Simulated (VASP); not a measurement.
Set up this calculation in VASP 6.6.1, as the native input.

| Quantity | Value |
| --- | --- |
| Task | single point |
| Functional | PBEsol |
| Potentials or basis | VASP PAW PBE potentials, release 64 (Co, C) |
| Cutoff | 450 eV |
| k mesh | 3 × 4 × 4 |
| Occupations | gaussian, width 0.03 eV |
| Spin | collinear spin, ferromagnetic start |
| Starting moments | [5.0, 0.0, 0.0, 0.0, 0.0, 0.0, 0.0, 0.0, 0.0, 0.0, 0.0, 0.0, 0.0, 0.0, 0.0, 0.0, 0.0, 0.0, 0.0, 0.0, 0.0, 0.0, 0.0, 0.0] μB |
| Fixed moment | 5 μB |
| Dq | 0 |
| Further INCAR settings | LREAL = Auto; ALGO = Normal; EDIFF = 1e-05; ISYM = 0 |

The structure of CoC23 (a cell with a defect) lies in POSCAR:

```
CoC23                                   
1.0
    0.0000000000      5.3503200000      5.3503200000
    3.5668800000      0.0000000000      3.5668800000
    3.5668800000      3.5668800000      0.0000000000
  Co              C             
     1    23
Direct
     0.9878476403487173    0.0049593300314125    0.0020533564427051
     0.0035531218769214    0.0002490914613678    0.4939023413346967
     0.0035119759204198    0.4970045869105120    0.9973360023087092
     0.0045597664325952    0.4965693937557836    0.4937867818091033
     0.3329417354921900    0.0020489777192848    0.9993164555465434
     0.3397686622370288    0.9978867889695974    0.4890088729895294
     0.3398835339681217    0.4916126669084846    0.9952607361898697
     0.3340070472018436    0.4997498337682955    0.4971031331500487
     0.6668460989475973    0.9981103504614416    0.9952743976210872
     0.6604394305660513    0.0015507457939518    0.5045111283555771
     0.6605393568058398    0.5071946290560274    0.9988435891809085
     0.6685462425686007    0.4988406453607014    0.4961136214343395
     0.0960992722090573    0.1374846704001351    0.1344344705618115
     0.1006174706154266    0.1348052187984143    0.5751741921716713
     0.1006626494907130    0.5780728217503295    0.1320277422294050
     0.0863583913126749    0.6235764843247006    0.6206150260927260
     0.4262285610627238    0.1169559607491584    0.1142733694979648
     0.4130178610639934    0.1245654894883434    0.6286209383897696
     0.4131250655906333    0.6313012836427109    0.1218882830357443
     0.4193009204562929    0.6228327960061945    0.6202436432212957
     0.7033031397034035    0.1493615921017358    0.1467034806224493
     0.7521534741612531    0.1252465824923577    0.6205238555485726
     0.7521155993572196    0.6233969479254817    0.1225353728357398
     0.7502899826106977    0.6242481121235713    0.6215672094297250
```

One way to write it, as run:

INCAR

```
SYSTEM = CoC23
ALGO     = Normal         ! electronic algorithm
EDIFF    = 1E-5           ! SCF threshold, eV
ENCUT    = 450            ! plane-wave cutoff, eV
GGA      = PS             ! functional
ISIF     = 2              ! what is computed and relaxed
ISMEAR   = 0              ! smearing method
ISPIN    = 2              ! spin polarisation
ISYM     = 0            
KPAR     = 4            
LASPH    = .TRUE.         ! aspherical terms in the spheres
LCHARG   = .FALSE.        ! write CHGCAR
LMAXMIX  = 4              ! l up to which the mixer works
LORBIT   = 11             ! projections on sites
LREAL    = Auto         
LWAVE    = .FALSE.        ! write WAVECAR
MAGMOM   = 5 0 0 0 0 0 0 0 0 0 0 0 0 0 0 0 0 0 0 0 0 0 0 0 ! initial moments
NELM     = 120            ! most SCF steps
NUPDOWN  = 5              ! fixed moment
PREC     = Accurate       ! precision mode
SIGMA    = 0.03           ! smearing width, eV
```

KPOINTS

```
k-points
0
G
  3 4 4
  0 0 0
```

Potentials or basis: VASP PAW PBE potentials, release 64 (Co, C).

Command:

```sh
$ cat potpaw_PBE.64/Co/POTCAR potpaw_PBE.64/C/POTCAR > POTCAR
$ mpirun -np 4 vasp_std > vasp.out
```

Results of the run:

```yaml
Largest_force: 0.376 eV/Å
Net_moment: 5.00 μB per cell
Site_moments: Co +2.76; C +0.04, +0.03, +0.01, -0.00, +0.02, +0.27, +0.26, +0.10, +0.21 μB
Valence_electrons_inside_the_program's_atomic_spheres: Co 9.19; C 2.59, 2.57, 2.63, 2.58, 2.61, 2.71, 2.69, 2.56, 2.62, 2.55
```

Caveat: the k mesh is coarse (spacing up to 0.38 Å⁻¹), so the values aren't converged; the PAW data sets were made with another functional, which shifts forces and pressure a little; the total moment is fixed, so each spin has its own Fermi level.

It took 2.7 min on 4 MPI ranks on Intel(R) Xeon(R) 6975P-C (Granite Rapids), with other jobs on the host, peak memory 0.44 GiB a rank.
